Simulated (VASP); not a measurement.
# Ba in VASP: convergence with ENAUG

The system is Ba, a slab with vacuum.

```
Ba
1.0
     3.91000    0.00000    0.00000
    -1.95500    3.65000    0.00000
     0.00000    0.00000   20.70000
Ba
2
Cartesian
  0.0000 0.0000 7.5000
  0.0000 0.0000 13.2000
```

```yaml
Program: VASP 6.6.1
Task: single point
Functional: LDA
Potentials_or_basis: VASP PAW LDA potentials, release 64 (Ba_sv)
Cutoff: 500 eV
k_mesh: 6 × 6 × 1
Occupations: gaussian, width 0.02 eV
Spin: no spin polarisation
```

These are the settings of the first run; the series varies ENAUG, with any setting tied to it.

Hardware: 1 thread of Intel(R) Xeon(R) Platinum 8488C (Sapphire Rapids) (shared host).

```
ENAUG  energy less the tightest run, at zero smearing (meV/atom)  largest force (eV/Å)  SCF cycles  CPU time (s)  peak memory (GiB)
  300                                                       0.02                 0.213          21            20               0.17
  400                                                      -0.03                 0.210          21            21               0.18
  500                                                       0.01                 0.212          21            21               0.18
  700                                                      -0.02                 0.212          21            21               0.19
  900                                                       0.02                 0.214          21            21                0.2
 1200                                                       0.01                 0.213          21            21               0.22
 1600                                                       0.00                 0.214          21            22               0.24
```

Against the tightest run, the energy stays within 1 meV/atom from 300 on; the largest force stays within 0.005 eV/Å from 300 on. The tightest run that finished is the yardstick and may itself not be fully converged.

Spin-orbit coupling is left out, which matters for the levels of Ba.
